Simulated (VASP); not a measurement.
Consider the following.

```
CELL_PARAMETERS angstrom
      0.00000     2.23581     2.23581
      2.23581     0.00000     2.23581
      2.23581     2.23581     0.00000
ATOMIC_POSITIONS crystal
  B  0.00000 0.00000 0.00000
  P  0.25000 0.25000 0.25000
```

Calculation: revPBE GGA, VASP's PBE PAW potentials (set 64) (plane waves; VASP). Run with 520 eV cut-off, 10×10×10 Γ-centred mesh, Gaussian smearing of 0.050 eV, potentials B P.

Problem. Predict the energy per atom (σ→0), pressure.

Solution. 
```json
{
 "energy per atom (σ→0)": "-6.170 eV/atom",
 "pressure": "10.93 GPa"
}
```

Only differences to runs with the same potentials and settings are physical.

The compound is BP in the zinc blende structure. This cell is one point of a volume scan, at 0.94 of the reference volume.
